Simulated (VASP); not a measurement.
Output of a VASP run:

OUTCAR:
```
 ion  position               nearest neighbor table
   1  0.000  0.000  0.000-   2 2.77   2 2.77   2 2.77   2 2.77   2 2.77   2 2.77   2 2.77   2 2.77
  LATTYP: Found a simple cubic cell.
 ALAT       =     3.1980000000
 Subroutine PRICEL returns:
 Original cell was already a primitive cell.
 Subroutine GETGRP returns: Found 48 space group operations
The static configuration has the point symmetry O_h .
The dynamic configuration has the point symmetry O_h .
 Subroutine INISYM returns: Found 48 space group operations
 Subroutine IBZKPT returns following result:
 Found     56 irreducible k-points:

 Following reciprocal coordinates:
            Coordinates               Weight
  0.000000  0.000000  0.000000      1.000000
  0.100000  0.000000  0.000000      6.000000
  0.200000  0.000000  0.000000      6.000000
  0.300000  0.000000  0.000000      6.000000
  0.400000  0.000000  0.000000      6.000000
  0.500000  0.000000  0.000000      3.000000
  0.100000  0.100000  0.000000     12.000000
  0.200000  0.100000  0.000000     24.000000
  0.300000  0.100000  0.000000     24.000000
  0.400000  0.100000  0.000000     24.000000
  0.500000  0.100000  0.000000     12.000000
  0.200000  0.200000  0.000000     12.000000
  0.300000  0.200000  0.000000     24.000000
  0.400000  0.200000  0.000000     24.000000
  0.500000  0.200000  0.000000     12.000000
  0.300000  0.300000  0.000000     12.000000
  0.400000  0.300000  0.000000     24.000000
  0.500000  0.300000  0.000000     12.000000
  0.400000  0.400000  0.000000     12.000000
  0.500000  0.400000  0.000000     12.000000
  0.500000  0.500000  0.000000      3.000000
  0.100000  0.100000  0.100000      8.000000
  0.200000  0.100000  0.100000     24.000000
  0.300000  0.100000  0.100000     24.000000
  0.400000  0.100000  0.100000     24.000000
  0.500000  0.100000  0.100000     12.000000
  0.200000  0.200000  0.100000     24.000000
  0.300000  0.200000  0.100000     48.000000
  0.400000  0.200000  0.100000     48.000000
  0.500000  0.200000  0.100000     24.000000
  0.300000  0.300000  0.100000     24.000000
  0.400000  0.300000  0.100000     48.000000
  0.500000  0.300000  0.100000     24.000000
  0.400000  0.400000  0.100000     24.000000
  0.500000  0.400000  0.100000     24.000000
  0.500000  0.500000  0.100000      6.000000
  0.200000  0.200000  0.200000      8.000000
  0.300000  0.200000  0.200000     24.000000
  0.400000  0.200000  0.200000     24.000000
  0.500000  0.200000  0.200000     12.000000
   k-points           NKPTS =     56   k-points in BZ     NKDIM =     56   number of bands    NBANDS=     12
   number of dos      NEDOS =    301   number of ions     NIONS =      2
   total plane-waves  NPLWV =  13824
   dimension x,y,z NGX =    24 NGY =   24 NGZ =   24
   dimension x,y,z NGXF=    48 NGYF=   48 NGZF=   48
   ions per type =               1   1
   PREC   = accura    normal or accurate (medium, high low for compatibility)
   ISTART =      0    job   : 0-new  1-cont  2-samecut
   ICHARG =      2    charge: 1-file 2-atom 10-const
   ISPIN  =      1    spin polarized calculation?
   LNONCOLLINEAR =      F non collinear calculations
   LSORBIT =      F    spin-orbit coupling
   INIWAV =      1    electr: 0-lowe 1-rand  2-diag
   ENCUT  =  520.0 eV  38.22 Ry    6.18 a.u.   5.95  5.95  5.95*2*pi/ulx,y,z
   NELM   =    100;   NELMIN=  2; NELMDL= -5     # of ELM steps
   EDIFF  = 0.1E-05   stopping-criterion for ELM
   LREAL  =      F    real-space projection
   NLSPLINE    = F    spline interpolate recip. space projectors
   LMAXMIX     =    6 max onsite mixed and CHGCAR
   VOSKOWN=      0    Vosko Wilk Nusair interpolation
   EDIFFG = -.1E-01   stopping-criterion for IOM
   NSW    =     60    number of steps for IOM
   NBLOCK =      1;   KBLOCK =     60    inner block; outer block
   IBRION =      2    ionic relax: 0-MD 1-quasi-New 2-CG
   NFREE  =      1    steps in history (QN), initial steepest desc. (CG)
...
```

**OSZICAR**
```
...
DAV:   2    -0.189388011956E+02    0.11072E-04   -0.42580E-05  1428   0.705E-02    0.685E-03
DAV:   3    -0.189388002704E+02    0.92521E-06   -0.17613E-06   944   0.120E-02
  11 F= -.18938800E+02 E0= -.18938893E+02  d E =-.941912E-04
       N       E                     dE             d eps       ncg     rms          rms(c)
DAV:   1    -0.189389509145E+02   -0.14972E-03   -0.10232E-03  1424   0.477E-01    0.855E-02
DAV:   2    -0.189389071017E+02    0.43813E-04   -0.16842E-04  1428   0.141E-01    0.137E-02
DAV:   3    -0.189389031466E+02    0.39551E-05   -0.73160E-06  1388   0.240E-02    0.752E-03
DAV:   4    -0.189389023801E+02    0.76653E-06   -0.28927E-06  1308   0.201E-02
  12 F= -.18938902E+02 E0= -.18939003E+02  d E =-.196301E-03
       N       E                     dE             d eps       ncg     rms          rms(c)
DAV:   1    -0.189392617191E+02   -0.35857E-03   -0.41994E-03  1412   0.967E-01    0.176E-01
DAV:   2    -0.189390913200E+02    0.17040E-03   -0.65330E-04  1436   0.278E-01    0.274E-02
DAV:   3    -0.189390752017E+02    0.16118E-04   -0.28155E-05  1404   0.471E-02    0.136E-02
DAV:   4    -0.189390714553E+02    0.37464E-05   -0.11028E-05  1424   0.394E-02    0.140E-02
DAV:   5    -0.189390721676E+02   -0.71233E-06   -0.62799E-07   708   0.996E-03
  13 F= -.18939072E+02 E0= -.18939188E+02  d E =-.366088E-03
       N       E                     dE             d eps       ncg     rms          rms(c)
DAV:   1    -0.189400325298E+02   -0.96107E-03   -0.16922E-02  1416   0.194E+00    0.354E-01
DAV:   2    -0.189393490309E+02    0.68350E-03   -0.26280E-03  1436   0.559E-01    0.548E-02
DAV:   3    -0.189392835212E+02    0.65510E-04   -0.11185E-04  1400   0.941E-02    0.271E-02
DAV:   4    -0.189392672358E+02    0.16285E-04   -0.44066E-05  1420   0.786E-02    0.278E-02
DAV:   5    -0.189392688398E+02   -0.16039E-05   -0.27173E-06  1272   0.200E-02    0.304E-03
DAV:   6    -0.189392688254E+02    0.14339E-07   -0.23603E-07   672   0.511E-03
  14 F= -.18939269E+02 E0= -.18939414E+02  d E =-.562746E-03
       N       E                     dE             d eps       ncg     rms          rms(c)
DAV:   1    -0.189421524461E+02   -0.28836E-02   -0.67653E-02  1416   0.388E+00    0.713E-01
DAV:   2    -0.189394171759E+02    0.27353E-02   -0.10494E-02  1436   0.112E+00    0.110E-01
DAV:   3    -0.189391528943E+02    0.26428E-03   -0.44097E-04  1396   0.188E-01    0.544E-02
DAV:   4    -0.189390848426E+02    0.68052E-04   -0.17669E-04  1424   0.157E-01    0.557E-02
DAV:   5    -0.189390888303E+02   -0.39877E-05   -0.11177E-05  1480   0.401E-02    0.646E-03
DAV:   6    -0.189390886043E+02    0.22602E-06   -0.10138E-06   740   0.852E-03
  15 F= -.18939089E+02 E0= -.18939291E+02  d E =-.382525E-03
       N       E                     dE             d eps       ncg     rms          rms(c)
DAV:   1    -0.189409767079E+02   -0.18879E-02   -0.37180E-02  1416   0.288E+00    0.525E-01
DAV:   2    -0.189394788865E+02    0.14978E-02   -0.56775E-03  1436   0.823E-01    0.812E-02
DAV:   3    -0.189393356830E+02    0.14320E-03   -0.23431E-04  1388   0.140E-01    0.397E-02
DAV:   4    -0.189392968174E+02    0.38866E-04   -0.92209E-05  1420   0.114E-01    0.413E-02
DAV:   5    -0.189392956276E+02    0.11898E-05   -0.61622E-06  1476   0.293E-02    0.425E-03
DAV:   6    -0.189392955256E+02    0.10197E-06   -0.23809E-07   680   0.465E-03
  16 F= -.18939296E+02 E0= -.18939455E+02  d E =-.589446E-03
```

File OUTCAR:
```
------------------------ aborting loop because EDIFF is reached ----------------------------------------
  FORCE on cell =-STRESS in cart. coord.  units (eV):
  Direction    XX          YY          ZZ          XY          YZ          ZX
  --------------------------------------------------------------------------------------
  Total        0.0008008      0.0008008      0.0008008      0.0000000      0.0000000      0.0000000
  in kB        0.0586439      0.0586439      0.0586439      0.0000000      0.0000000      0.0000000
  external PRESSURE =       0.0586439 kB  Pullay stress =       0.0000000 kB
  volume of cell :       21.88
      direct lattice vectors                 reciprocal lattice vectors
     2.796860281  0.000000000  0.000000000     0.357543781  0.000000000  0.000000000
    -0.000000000  2.796860281 -0.000000000    -0.000000000  0.357543781  0.000000000
    -0.000000000 -0.000000000  2.796860281    -0.000000000  0.000000000  0.357543781
 POSITION                                       TOTAL-FORCE (eV/Angst)
 -----------------------------------------------------------------------------------
      0.00000      0.00000      0.00000        -0.000000     -0.000000      0.000000
      1.39843      1.39843      1.39843         0.000000      0.000000      0.000000
 -----------------------------------------------------------------------------------
    total drift:                                0.000000      0.000000      0.000000
  FREE ENERGIE OF THE ION-ELECTRON SYSTEM (eV)
  ---------------------------------------------------
  free  energy   TOTEN  =       -18.9392955256 eV

  energy  without entropy=      -18.9397747062  energy(sigma->0) =      -18.93945525

 reached required accuracy - stopping structural energy minimisation
```
(Selected blocks of OUTCAR.)

File POSCAR:
```
WB
1
    3.1980000000     0.0000000000     0.0000000000
    0.0000000000     3.1980000000     0.0000000000
    0.0000000000     0.0000000000     3.1980000000
W B
1 1
Direct
  0.0000000000   0.0000000000   0.0000000000
  0.5000000000   0.5000000000   0.5000000000
```

Reconstruct the remaining input files.

One answer among several that fit: the input of the run itself, PBE GGA, plane waves, VASP's PBE PAW potentials (set 64).

### INCAR
```
# general
SYSTEM =WB
PREC   =Accurate
ENCUT  =520
LREAL  =F
LASPH  =T

# electronic loop
EDIFF  =1E-6
NELM   =100
ALGO   =Normal
LMAXMIX=6

# smearing
ISMEAR =1
SIGMA  =0.1

# functional
GGA    =PE

# ions
IBRION =2
NSW    =60
ISIF   =3
EDIFFG =-0.01

# output
LWAVE  =F
LCHARG =F
```

File KPOINTS:
```
Automatic
0
gamma
10 10 10
0 0 0
```

POTCAR, in this order: W_sv B (PBE.64 set). Program: vasp_std.

Energy and stress use the plane-wave basis of the starting cell.

The structure was generated: WB was put into the CsCl type type (Pm-3m), which need not be its known phase. This run relaxes it. Symmetry was kept, so distortions that lower it aren't found. The electron count is odd and the run is not spin-polarised, which forces a metal.
